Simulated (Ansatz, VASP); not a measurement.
Si in VASP and in Ansatz

```
Si
1.0
     2.47807    0.00000    0.00000
    -1.23903    2.14607    0.00000
     0.00000    0.00000    2.40899
Si
1
Direct
  0.00000 0.00000 0.00000
```

Change from the starting cell: strain -0.050 along x and y, -0.025 along z, atoms carried along.

Alike in both runs: task single point; functional LDA; k mesh 24 × 24 × 24; occupations gaussian, width 0.15 eV; no spin polarisation.

|  | VASP | Ansatz |
| --- | --- | --- |
| version | VASP 6.6.1 | Ansatz 0.2.0 |
| potentials or method | VASP PAW LDA potentials, release 64 (Si) | scalar-relativistic, plane waves, PAW |
| plane-wave cutoff (eV) | 520 | 420 |
| valence electrons in the cell | 4 | 4 |

Ansatz gave:

- gap on the k mesh at the Fermi level (eV): none
- pressure (GPa): 19.5
- largest component of the traceless stress (GPa): 6.57

**Question.** What did VASP give for the same quantities?

**Answer.** gap on the k mesh at the Fermi level (eV): none; pressure (GPa): 19.7; largest component of the traceless stress (GPa): 6.54.

A gap of «none» marks a metal or a gap that the smearing closes.

Caveats: so large a pressure means that the cell lies far from this level's equilibrium, or that cutoff or potentials fall short (VASP).
